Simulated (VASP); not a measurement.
Elastic constants (GPa) of a crystal from LDA (Ceperley-Alder, Perdew-Zunger), VASP's LDA PAW potentials (set 64) (VASP):

```csv
,xx,yy,zz,yz,xz,xy
xx,694.1,116.5,116.5,0.0,0.0,0.0
yy,116.5,694.1,116.5,0.0,0.0,0.0
zz,116.5,116.5,694.1,0.0,0.0,0.0
yz,0.0,0.0,0.0,134.7,0.0,0.0
xz,0.0,0.0,0.0,0.0,134.7,0.0
xy,0.0,0.0,0.0,0.0,0.0,134.7
```

Finite-difference elastic constants of metals are sensitive to mesh and smearing; shear constants can be off by tens of GPa.

Work out the Voigt, Reuss and Hill moduli, Young's modulus and Poisson's ratio.

All eigenvalues are positive (smallest 134.7 GPa), so the crystal is stable. K_V = (C11+C22+C33+2(C12+C13+C23))/9 = (2082.3 + 2×349.5)/9 = 309.0 GPa; G_V = (2082.3 − 349.5 + 3×404.1)/15 = 196.3 GPa. From the compliances, K_R = 309.0 GPa and G_R = 171.3 GPa. Hill: K = 309.0 GPa, G = 183.8 GPa, E = 9KG/(3K+G) = 460.2 GPa, ν = (3K−2G)/(2(3K+G)) = 0.252. K/G = 1.68, below Pugh's 1.75; universal anisotropy A^U = 0.73.

With a density of 14.39 g/cm³, what are the mean sound speeds?

v_l = √((K+4G/3)/ρ) = 6.21 km/s and v_t = √(G/ρ) = 3.57 km/s. The crystal is HfN (rock salt), cubic.

The compound is HfN in the rock salt structure. It was relaxed first. The electron count is odd and the run is not spin-polarised, which forces a metal.
